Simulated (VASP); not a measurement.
A convergence study with VASP on Eu (bcc): one setting is varied, all else stays as given below, so the limit is that of these other settings.

```xyz
1
Lattice="-2.2900 2.2900 2.2900 2.2900 -2.2900 2.2900 2.2900 2.2900 -2.2900" Properties=species:S:1:pos:R:3 pbc="T T T"
Eu     0.0000     0.0000     0.0000
```

Calculation: PBE GGA, VASP's PBE PAW potentials (set 64) (plane waves; VASP 6.6.1). The tightest run used: 550 eV cut-off, 17×17×17 Monkhorst-Pack mesh, first-order Methfessel-Paxton smearing of 0.10 eV, potentials Eu_2.

The 4f electrons are frozen in the core of the lanthanide potential, so 4f levels, which can set the real gap, and their magnetism are missing.

Problem. The settings run are 1×1×1 mesh; 2×2×2 mesh; 3×3×3 mesh; 4×4×4 mesh; 5×5×5 mesh; 6×6×6 mesh; 7×7×7 mesh; 8×8×8 mesh; 9×9×9 mesh; 10×10×10 mesh; 11×11×11 mesh; 12×12×12 mesh; 13×13×13 mesh; 14×14×14 mesh; 15×15×15 mesh; 16×16×16 mesh; 17×17×17 mesh. From which on does the energy per atom stay within 0.01 eV/atom of the tightest run?

Solution. From 5×5×5 mesh on: it is off by 0.0049 there and by no more than 0.01 in any finer run, while 4×4×4 mesh is off by 0.0185.
```csv
setting,E (eV/atom),pressure (GPa),irreducible k-points,difference judged (eV/atom)
1×1×1 mesh,-6.1977,0.19,1,4.3491
2×2×2 mesh,-1.6530,2.52,2,0.1956
3×3×3 mesh,-1.6508,-0.67,4,0.1978
4×4×4 mesh,-1.8301,-1.57,6,0.0185
5×5×5 mesh,-1.8535,-0.92,10,0.0049
6×6×6 mesh,-1.8510,-0.79,14,0.0025
7×7×7 mesh,-1.8503,-0.86,20,0.0018
8×8×8 mesh,-1.8484,-1.00,26,0.0001
9×9×9 mesh,-1.8454,-1.00,35,0.0032
10×10×10 mesh,-1.8483,-1.05,44,0.0003
11×11×11 mesh,-1.8468,-1.00,56,0.0018
12×12×12 mesh,-1.8467,-0.94,68,0.0019
13×13×13 mesh,-1.8477,-0.95,84,0.0008
14×14×14 mesh,-1.8489,-0.98,100,0.0003
15×15×15 mesh,-1.8493,-0.98,120,0.0007
16×16×16 mesh,-1.8495,-1.00,140,0.0010
17×17×17 mesh,-1.8486,-1.00,165,0.0000
```

Left out are rungs that failed or repeat a setting and relaxations that didn't move; long series are thinned to 24 rows.

The compound is Eu in the bcc structure. The cell was not relaxed at this level.
